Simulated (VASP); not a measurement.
Data:

```xyz
2
Lattice="0.0000 2.2858 2.2858 2.2858 0.0000 2.2858 2.2858 2.2858 0.0000" Properties=species:S:1:pos:R:3 pbc="T T T"
B      0.0000     0.0000     0.0000
P      1.1429     1.1429     1.1429
```

All values below come from r2SCAN+rVV10, VASP's PBE PAW potentials (set 64) (plane waves; VASP). Settings: 520 eV cut-off, 10×10×10 Γ-centred mesh, Gaussian smearing of 0.050 eV, potentials B P.

Task: Give the stress tensor in GPa (positive for a compressed cell).

Result: 
```
-4.81   0.00   0.00
 0.00  -4.81   0.00
 0.00   0.00  -4.81
```
The pressure is its mean diagonal, -4.81 GPa.

The compound is BP in the zinc blende structure. This cell is one point of a volume scan, at 1.03 of the reference volume.
